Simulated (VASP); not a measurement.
VASP ran on this input.

**INCAR**
```
# general
SYSTEM =CaO
PREC   =Accurate
ENCUT  =620
LREAL  =.False.
LASPH  =.True.

# electronic loop
EDIFF  =1E-6
NELM   =100   # most electronic steps
ALGO   =Normal

# smearing
ISMEAR =0
SIGMA  =0.05

# functional
GGA    =PS   # PBEsol

# ions
IBRION =2   # conjugate gradients
NSW    =40   # most ionic steps
ISIF   =3   # ions, shape and volume
EDIFFG =-0.02   # ionic stop
PSTRESS=200

# output
LWAVE  =.False.
LCHARG =.False.
```

### POSCAR
```
CaO
1
    0.0000000000     2.2866612502     2.2866612502
    2.2866612502     0.0000000000     2.2866612502
    2.2866612502     2.2866612502     0.0000000000
Ca O
1 1
Direct
  0.0000000000   0.0000000000   0.0000000000
  0.5000000000   0.5000000000   0.5000000000
```

File KPOINTS:
```
Automatic mesh
0
Gamma
10 10 10
0 0 0
```

POTCAR, in this order: Ca_sv O (PBE.64 set). Program: vasp_std.

Task: Write an equivalent input for Quantum ESPRESSO's pw.x.

Result: One equivalent input (not run):
```
&CONTROL
  calculation = 'vc-relax'
  pseudo_dir = './pseudo'
  outdir = './out'
  tprnfor = .true.
  tstress = .true.
  nstep = 40
  forc_conv_thr = 0.00078
/
&SYSTEM
  ibrav = 0
  nat = 2
  ntyp = 2
  ecutwfc = 84
  occupations = 'smearing'
  smearing = 'gaussian'
  degauss = 0.003675
  input_dft = 'pbesol'
/
&ELECTRONS
  conv_thr = 7.3e-08
  electron_maxstep = 100
/
&IONS
/
&CELL
  press = 200
/
ATOMIC_SPECIES
  Ca 40.078 Ca.upf
  O 15.999 O.upf
CELL_PARAMETERS angstrom
     0.0000000    2.2866613    2.2866613
     2.2866613    0.0000000    2.2866613
     2.2866613    2.2866613    0.0000000
ATOMIC_POSITIONS crystal
  Ca   0.0000000  0.0000000  0.0000000
  O    0.5000000  0.5000000  0.5000000
K_POINTS automatic
  10 10 10 0 0 0
```
What does not carry over: the potentials are each code's own (VASP's PAW set, PseudoDojo norm-conserving files in pw.x), so ENCUT and ecutwfc are chosen apart and not converted; conv_thr bounds pw.x's estimated SCF error, while EDIFF bounds the energy change between steps; forc_conv_thr acts on force components and is met together with etot_conv_thr.

The structure was generated: CaO was put into the rock salt type (Fm-3m), which need not be its known phase. It was relaxed first under an external pressure of 20 GPa.
